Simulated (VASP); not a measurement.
Method: G0W0 on PBE orbitals, VASP's PBE PAW potentials (set 64) (plane waves; VASP).

Input for VASP

File KPOINTS:
```
Automatic mesh
0
Gamma
4 4 4
0 0 0
```

POSCAR:
```
AlN
1
    0.0000000000     2.2188190000     2.2188190000
    2.2188190000     0.0000000000     2.2188190000
    2.2188190000     2.2188190000     0.0000000000
Al N
1 1
Direct
  0.0000000000   0.0000000000   0.0000000000
  0.2500000000   0.2500000000   0.2500000000
```

**INCAR**
```
SYSTEM=AlN
PREC=Normal; ENCUT=500; LREAL=.FALSE.
LASPH=.TRUE.; NBANDS=160
ALGO=EVGW0
ISMEAR=0; SIGMA=0.01
GGA=PE
LWAVE=.FALSE.; LCHARG=.FALSE.
NELMGW=1; NOMEGA=64; ENCUTGW=200
NBANDSGW=12; LSPECTRALGW=.TRUE.
```

POTCAR, in this order: Al_GW N_GW_new (PBE.64 set). Program: vasp_std. Read from the step before: WAVECAR, WAVEDER.

Output of the run:

### OSZICAR
```
energies w=
    0.000    0.000    0.552    0.000    1.103    0.000    1.651    0.000
    2.195    0.000    2.735    0.000    3.269    0.000    3.797    0.000
    4.319    0.000    4.833    0.000    5.341    0.000    5.841    0.000
    6.334    0.000    6.821    0.000    7.301    0.000    7.776    0.000
    8.246    0.000    8.712    0.000    9.174    0.000    9.634    0.000
   10.092    0.000   10.550    0.000   11.008    0.000   11.467    0.000
   11.929    0.000   12.395    0.000   12.866    0.000   13.343    0.000
   13.829    0.000   14.324    0.000   14.830    0.000   15.350    0.000
   15.884    0.000   16.437    0.000   17.010    0.000   17.606    0.000
   18.229    0.000   18.882    0.000   19.569    0.000   20.295    0.000
   21.067    0.000   21.890    0.000   22.773    0.000   23.724    0.000
   24.755    0.000   25.879    0.000   27.111    0.000   28.472    0.000
   29.986    0.000   31.683    0.000   33.602    0.000   35.793    0.000
   38.322    0.000   41.274    0.000   44.770    0.000   48.978    0.000
   54.137    0.000   60.612    0.000   68.975    0.000   80.178    0.000
   95.945    0.000  119.732    0.000  159.654    0.000  240.314    0.000
NQ=   1    0.0000    0.0000    0.0000,
 performed        110000 updates of chi_q(r,r)
NQ=   2    0.2500    0.0000    0.0000,
 performed        328000 updates of chi_q(r,r)
NQ=   3    0.5000    0.0000    0.0000,
 performed        515000 updates of chi_q(r,r)
NQ=   4    0.2500    0.2500    0.0000,
 performed        733000 updates of chi_q(r,r)
NQ=   5    0.5000    0.2500    0.0000,
 performed       1035000 updates of chi_q(r,r)
NQ=   6   -0.2500    0.2500    0.0000,
 performed       1306000 updates of chi_q(r,r)
NQ=   7    0.5000    0.5000    0.0000,
 performed       1470000 updates of chi_q(r,r)
NQ=   8   -0.2500    0.5000    0.2500,
 performed       1680000 updates of chi_q(r,r)
 resolving degeneracies of screened two electron integrals
```

File OUTCAR:
```


 k-point   1 :       0.0000    0.0000    0.0000
  band No.  KS-energies  QP-energies   sigma(KS)   V_xc(KS)     V^pw_x(r,r')   Z            occupation Imag(sigma)

      1      -9.4657     -10.9016     -16.8194     -14.7462     -24.6247       0.6926       2.0000       1.1936
      2       5.2580       4.2236     -17.9791     -16.6283     -20.7089       0.7658       2.0000       0.0692
      3       5.2580       4.2236     -17.9791     -16.6283     -20.7089       0.7658       2.0000       0.0692
      4       5.2580       4.2236     -17.9791     -16.6283     -20.7089       0.7658       2.0000       0.0692
      5       9.0250       9.5988     -11.6139     -12.3328      -7.6185       0.7981       0.0000      -0.0566
      6      17.3138      18.1215      -9.0907     -10.1107      -3.9328       0.7918       0.0000      -0.1042
      7      17.3138      18.1215      -9.0907     -10.1107      -3.9328       0.7918       0.0000      -0.1042
      8      17.3138      18.1215      -9.0907     -10.1107      -3.9328       0.7918       0.0000      -0.1042
      9      22.5265      23.3203      -9.2507     -10.2723      -3.6015       0.7769       0.0000      -0.2420
     10      22.5265      23.3203      -9.2507     -10.2723      -3.6015       0.7769       0.0000      -0.2420
     11      23.8443      24.2121      -8.9923      -9.4828      -2.5375       0.7496       0.0000      -0.5626
     12      23.8443      24.2121      -8.9923      -9.4828      -2.5375       0.7496       0.0000      -0.5626

 k-point   2 :       0.2500    0.0000    0.0000
  band No.  KS-energies  QP-energies   sigma(KS)   V_xc(KS)     V^pw_x(r,r')   Z            occupation Imag(sigma)

      1      -8.6635     -10.1080     -17.2606     -15.2309     -24.9137       0.7117       2.0000       1.1071
      2       2.0562       0.8402     -15.7355     -14.1103     -18.9881       0.7482       2.0000       0.1030
      3       5.0037       3.9452     -17.8096     -16.4258     -20.5886       0.7650       2.0000       0.0708
      4       5.0037       3.9452     -17.8096     -16.4258     -20.5886       0.7650       2.0000       0.0708
      5      11.2976      11.9641     -11.9488     -12.7946      -7.5928       0.7880       0.0000      -0.0659
      6      15.7758      16.5447     -10.5482     -11.5413      -5.3381       0.7741       0.0000      -0.1085
      7      17.1563      17.8891      -9.0457      -9.9716      -3.8294       0.7914       0.0000      -0.1283
      8      17.1563      17.8891      -9.0457      -9.9716      -3.8294       0.7914       0.0000      -0.1283
      9      21.0911      21.7742      -9.1110      -9.9916      -3.4497       0.7757       0.0000      -0.2328
     10      21.0911      21.7742      -9.1110      -9.9916      -3.4497       0.7757       0.0000      -0.2328
     11      21.9813      22.3315      -8.4611      -8.8945      -2.4170       0.8080       0.0000      -0.5026
     12      29.0864      29.8992      -9.9935     -11.0059      -2.9528       0.8029       0.0000      -1.0643

 k-point   3 :       0.5000    0.0000    0.0000
  band No.  KS-energies  QP-energies   sigma(KS)   V_xc(KS)     V^pw_x(r,r')   Z            occupation Imag(sigma)

      1      -7.5491      -9.0058     -18.2135     -16.2343     -25.6985       0.7360       2.0000       0.9834
      2      -0.4213      -1.7052     -14.2282     -12.4317     -18.2035       0.7147       2.0000       0.1936
      3       4.7813       3.6993     -17.7007     -16.2843     -20.5405       0.7639       2.0000       0.0726
      4       4.7813       3.6993     -17.7007     -16.2843     -20.5405       0.7639       2.0000       0.0726
      5      12.1840      12.8512     -10.1078     -10.9381      -5.6006       0.8035       0.0000      -0.0667
      6      14.7898      15.5096     -12.1568     -13.1237      -6.6618       0.7445       0.0000      -0.1232
      7      16.0689      16.7278      -8.7867      -9.6179      -3.7895       0.7928       0.0000      -0.1009
      8      16.0689      16.7278      -8.7867      -9.6179      -3.7895       0.7928       0.0000      -0.1009
      9      22.6042      23.0801      -9.5623     -10.1853      -3.1810       0.7638       0.0000      -0.4518
     10      24.6825      25.3420      -9.9202     -10.7859      -3.0574       0.7618       0.0000      -0.5759
     11      24.6825      25.3420      -9.9202     -10.7859      -3.0574       0.7618       0.0000      -0.5759
     12      28.1011      29.0723     -10.0413     -11.2507      -3.7449       0.8030       0.0000      -0.6926

 k-point   4 :       0.2500    0.2500    0.0000
  band No.  KS-energies  QP-energies   sigma(KS)   V_xc(KS)     V^pw_x(r,r')   Z            occupation Imag(sigma)

      1      -8.4025      -9.8188     -17.3974     -15.3921     -25.0106       0.7063       2.0000       1.0639
      2       2.3986       1.2234     -16.1065     -14.5404     -19.2781       0.7504       2.0000       0.0968
      3       4.3032       3.1722     -17.2119     -15.7291     -20.1125       0.7628       2.0000       0.0763
      4       4.3032       3.1722     -17.2119     -15.7291     -20.1125       0.7628       2.0000       0.0763
      5      10.9638      11.5223     -11.0761     -11.7809      -6.7970       0.7925       0.0000      -0.0650
      6      15.0663      15.8319      -9.1824     -10.1347      -4.3869       0.8040       0.0000      -0.0757
      7      16.3891      17.0314     -10.1143     -10.9368      -4.8912       0.7810       0.0000      -0.1231
      8      18.7295      19.5479     -10.2502     -11.3196      -4.4766       0.7652       0.0000      -0.1905
      9      18.7295      19.5479     -10.2502     -11.3196      -4.4766       0.7652       0.0000      -0.1905
     10      24.3402      25.1201      -9.2428     -10.2400      -3.3020       0.7821       0.0000      -0.3764
     11      27.3806      27.9279      -9.1219      -9.8045      -2.5054       0.8017       0.0000      -0.9332
     12      27.3806      27.9279      -9.1219      -9.8045      -2.5054       0.8017       0.0000      -0.9332

 k-point   5 :       0.5000    0.2500    0.0000
  band No.  KS-energies  QP-energies   sigma(KS)   V_xc(KS)     V^pw_x(r,r')   Z            occupation Imag(sigma)

      1      -7.2954      -8.6991     -18.3437     -16.3878     -25.7855       0.7177       2.0000       0.9283
      2       0.6096      -0.6638     -14.8486     -13.0980     -18.5139       0.7274       2.0000       0.1399
      3       2.9846       1.7792     -16.1313     -14.5358     -19.2096       0.7556       2.0000       0.0898
      4       4.0902       2.9402     -17.1125     -15.6025     -20.0660       0.7616       2.0000       0.0783
      5      10.9856      11.4796      -9.6738     -10.2912      -5.3197       0.8001       0.0000      -0.0660
      6      14.8368      15.6053     -10.9048     -11.8827      -6.0048       0.7858       0.0000      -0.0856
      7      16.8363      17.7294     -11.6041     -12.7671      -6.1136       0.7679       0.0000      -0.1303
      8      18.2319      18.9848      -9.8990     -10.8670      -4.2675       0.7777       0.0000      -0.1912
      9      20.3504      21.0416     -10.0740     -10.9974      -3.8503       0.7485       0.0000      -0.2977
     10      25.3695      26.0717      -9.5820     -10.4946      -2.9180       0.7694       0.0000      -0.5627
     11      27.3586      28.0030      -9.3142     -10.1407      -2.6825       0.7797       0.0000      -0.7998
     12      29.2400      30.1320     -10.3432     -11.4716      -3.5177       0.7906       0.0000      -0.9486

 k-point   6 :      -0.2500    0.2500    0.0000
  band No.  KS-energies  QP-energies   sigma(KS)   V_xc(KS)     V^pw_x(r,r')   Z            occupation Imag(sigma)

      1      -7.6672      -9.0715     -18.0040     -16.0272     -25.4956       0.7104       2.0000       0.9709
      2       0.9965      -0.2641     -15.0870     -13.3727     -18.6261       0.7354       2.0000       0.1265
      3       2.8472       1.6242     -16.0639     -14.4432     -19.1962       0.7547       2.0000       0.0928
      4       4.7391       3.6565     -17.6205     -16.2038     -20.4436       0.7642       2.0000       0.0726
      5      12.8505      13.4719     -11.0039     -11.8022      -6.2199       0.7783       0.0000      -0.0855
      6      14.0387      14.7633     -10.3936     -11.3098      -5.5464       0.7909       0.0000      -0.0814
      7      16.4153      17.2976     -11.4203     -12.5588      -6.1679       0.7750       0.0000      -0.1079
      8      17.3846      18.0636      -9.1940     -10.0553      -3.8256       0.7884       0.0000      -0.1591
      9      20.8173      21.5546      -9.0742     -10.0190      -3.4853       0.7805       0.0000      -0.1993
     10      23.2823      23.9255      -9.7289     -10.5763      -3.0763       0.7590       0.0000      -0.4623
     11      26.6809      27.2883      -9.0306      -9.8091      -2.6368       0.7801       0.0000      -0.7328
     12      27.7429      28.4880     -10.1146     -11.0563      -3.2091       0.7913       0.0000      -0.9219

 k-point   7 :       0.5000    0.5000    0.0000
  band No.  KS-energies  QP-energies   sigma(KS)   V_xc(KS)     V^pw_x(r,r')   Z            occupation Imag(sigma)

      1      -6.9550      -8.3179     -18.6417     -16.7080     -26.0377       0.7048       2.0000       0.8815
      2       0.4807      -0.7965     -14.9988     -13.2328     -18.7813       0.7232       2.0000       0.1476
      3       3.5257       2.3266     -16.7537     -15.1683     -19.8324       0.7564       2.0000       0.0843
      4       3.5257       2.3266     -16.7537     -15.1683     -19.8324       0.7564       2.0000       0.0843
      5       8.5180       8.8650      -8.6792      -9.1048      -4.7035       0.8152       0.0000      -0.0560
      6      13.5487      14.1739      -8.7263      -9.4919      -4.2345       0.8167       0.0000      -0.0646
      7      18.5893      19.5865     -13.4140     -14.7657      -7.0925       0.7377       0.0000      -0.2124
      8      20.3825      21.1506     -11.1191     -12.1723      -4.5308       0.7293       0.0000      -0.3230
      9      20.3825      21.1506     -11.1191     -12.1723      -4.5308       0.7293       0.0000      -0.3230
...
```
(Selected blocks of OUTCAR.)

The mesh is coarse and the basis finite, so the quasiparticle values are not converged.

The compound is AlN in the zinc blende structure, a metastable form; wurtzite is the usual one. This cell is one point of a volume scan, at 1.04 of the reference volume. The k-mesh is coarse (spacing up to 0.61 per Å, 2π included), so the numbers may not be converged in it.
